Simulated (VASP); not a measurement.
```
LiB6C
1.0
    4.69307     0.00000     0.00000
    0.00000     4.48906     2.81939
    0.00000    -4.48906     2.81939
Li B C
2 12 2
Direct
  0.50000   0.52565   0.11371
  0.50000   0.11371   0.52565
  0.81712   0.25781   0.25781
  0.18288   0.25781   0.25781
  0.69358   0.90199   0.09788
  0.30642   0.09788   0.90199
  0.30642   0.90199   0.09788
  0.69358   0.09788   0.90199
  0.18338   0.74353   0.74353
  0.81662   0.74353   0.74353
  0.00000   0.33269   0.99376
  0.00000   0.99376   0.33269
  0.00000   0.00779   0.66955
  0.00000   0.66955   0.00779
  0.64619   0.50193   0.50193
  0.35381   0.50193   0.50193
```

The numbers are results of r2SCAN meta-GGA, VASP's PBE PAW potentials (set 64) (plane waves; VASP), not measurements. Run with LREAL = Auto, 520 eV cut-off, 5×5×5 Γ-centred mesh, tetrahedra with Blöchl corrections, potentials Li_sv B C.

The cores are frozen, which limits the accuracy of field gradients.

### Question
Give the principal components of the electric field gradient (V/Å²) and the asymmetry η at each nucleus.

### Answer

```
atom    Vxx    Vyy    Vzz     η
----  -----  -----  -----  ----
Li1     0.3    0.1   -0.4     -
Li2     0.3    0.1   -0.4     -
B3      9.5    1.9  -11.4  0.66
B4      9.5    1.9  -11.4  0.66
B5      3.7    2.2   -5.9  0.25
B6      3.7    2.2   -5.9  0.25
B7      3.7    2.2   -5.9  0.25
B8      3.7    2.2   -5.9  0.25
B9     10.8    2.3  -13.1  0.65
B10    10.8    2.3  -13.1  0.65
B11     7.7    7.5  -15.2  0.01
B12     7.7    7.5  -15.2  0.01
B13     7.1    6.9  -14.0  0.01
B14     7.1    6.9  -14.0  0.01
C15   -26.6  -23.0   49.6  0.07
C16   -26.6  -23.0   49.6  0.07
```

The structure comes from a computed database's LiB6C entry (Amm2); how it stands against other phases isn't given here. It was relaxed first.
